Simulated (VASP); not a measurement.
Input:

```
Ru
1.0
    1.34486    -2.32936     0.00000
    1.34486     2.32936     0.00000
    0.00000     0.00000     4.24213
Ru
2
Direct
  0.33333   0.66667   0.25000
  0.66667   0.33333   0.75000
```

All values below come from PBEsol GGA, VASP's PBE PAW potentials (set 64) (plane waves; VASP 6.6.1). Run with 400 eV cut-off, Gaussian smearing of 0.050 eV, potentials Ru_pv.

### Question
What does the run give for the band gap (along the path) with the smallest direct gap where there is one?

### Answer

```yaml
band gap (along the path): none (metal, semimetal or under 0.01 eV)
```

Only differences to runs with the same potentials and settings are physical.

The compound is Ru in the hcp structure. It was relaxed first.
